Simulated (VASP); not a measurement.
## TaAgO3: phonons with PBEsol

The system is TaAgO3.

```
CELL_PARAMETERS angstrom
2.73852 1.58108 4.60490
-2.73852 1.58108 4.60490
0.00000 -3.16217 4.60490
ATOMIC_POSITIONS crystal
Ta 0.00062 0.00062 0.00062
Ta 0.50062 0.50062 0.50062
Ag 0.25027 0.25027 0.25027
Ag 0.75027 0.75027 0.75027
O 0.81951 0.68141 0.25039
O 0.25039 0.81951 0.68141
O 0.68141 0.25039 0.81951
O 0.75039 0.18141 0.31951
O 0.18141 0.31951 0.75039
O 0.31951 0.75039 0.18141
```

```
Program                : VASP 6.6.1
Task                   : phonons
Functional             : PBEsol
Potentials or basis    : VASP PAW PBE potentials, release 64 (Ta_pv, Ag, O)
Cutoff                 : 600 eV
k mesh                 : 6 × 6 × 6
Occupations            : gaussian, width 0.03 eV
Spin                   : no spin polarisation
By perturbation theory : no
Further INCAR settings : ALGO = Normal; EDIFF = 1e-08; IBRION = 6; POTIM = 0.015; NSW = 1
```

```json
{"Highest phonon frequency at Γ, LO-TO splitting left out": "904 cm⁻¹"}
```

Phonon frequencies in cm⁻¹ (negative: imaginary):
| q point | frequencies |
| --- | --- |
| (0.000, 0.000, 0.000) | 0 0 0 56 56 56 65 89 89 90 109 109 145 145 197 197 226 258 261 261 295 370 410 410 497 518 518 586 586 904 |

Run time: 29 min on 4 MPI ranks on Intel(R) Xeon(R) 6975P-C (Granite Rapids) (shared host), peak memory 1.2 GiB a rank.

 The run has no spin-orbit coupling, so splittings on Ta are missing.
